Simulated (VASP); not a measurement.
Method: PBE GGA with D4 dispersion, VASP's PBE PAW potentials (set 64) (plane waves; VASP).

VASP input:

**INCAR**
```
ALGO = Normal
EDIFF = 1E-7
EDIFFG = -0.01
ENCUT = 520
GGA = PE
IBRION = 2
ISIF = 4
ISMEAR = 0
IVDW = 13
LASPH = .TRUE.
LCHARG = .FALSE.
LMAXMIX = 4
LREAL = .FALSE.
LWAVE = .FALSE.
NELM = 100
NSW = 30
PREC = Accurate
SIGMA = 0.05
SYSTEM = TiO2
```

**KPOINTS**
```
Regular mesh
0
G
 5 5 8
0 0 0
```

### POSCAR
```
TiO2
1
    4.5618914331     0.0000000000     0.0000000000
    0.0000000000     4.5618914331     0.0000000000
    0.0000000000     0.0000000000     2.9307497576
Ti O
2 4
Direct
  0.0000000000   0.0000000000   0.0000000000
  0.5000000000   0.5000000000   0.5000000000
  0.3044685481   0.3044685481   0.0000000000
  0.8044685481   0.1955314519   0.5000000000
  0.1955314519   0.8044685481   0.5000000000
  0.6955314519   0.6955314519   0.0000000000
```

POTCAR, in this order: Ti_sv O (PBE.64 set). Program: vasp_std.

Question: Estimate the energy per atom (σ→0), dispersion energy, band gap (on the k-mesh).

Answer: 
```yaml
energy per atom (σ→0): -9.141 eV/atom
dispersion_energy: -1.280 eV
band gap (on the k-mesh): 1.86 eV
```

### OSZICAR
```
...
       N       E                     dE             d eps       ncg     rms          rms(c)
DAV:   1    -0.535680945752E+02   -0.16430E-04   -0.16648E-02  1700   0.101E+00    0.560E-02
DAV:   2    -0.535680860944E+02    0.84809E-05   -0.44925E-04  1868   0.180E-01    0.363E-02
DAV:   3    -0.535680637778E+02    0.22317E-04   -0.48788E-05  1984   0.654E-02    0.115E-02
DAV:   4    -0.535680624932E+02    0.12846E-05   -0.14258E-05  2140   0.323E-02    0.333E-03
DAV:   5    -0.535680624155E+02    0.77758E-07   -0.13772E-06  1912   0.109E-02    0.190E-03
DAV:   6    -0.535680624283E+02   -0.12827E-07   -0.11537E-07  1088   0.296E-03
   3 F= -.54848496E+02 E0= -.54848496E+02  d E =-.291001E-02
```

The compound is TiO2 in the rutile structure. This cell is one point of a volume scan, at 0.97 of the reference volume. Symmetry was kept, so distortions that lower it aren't found.
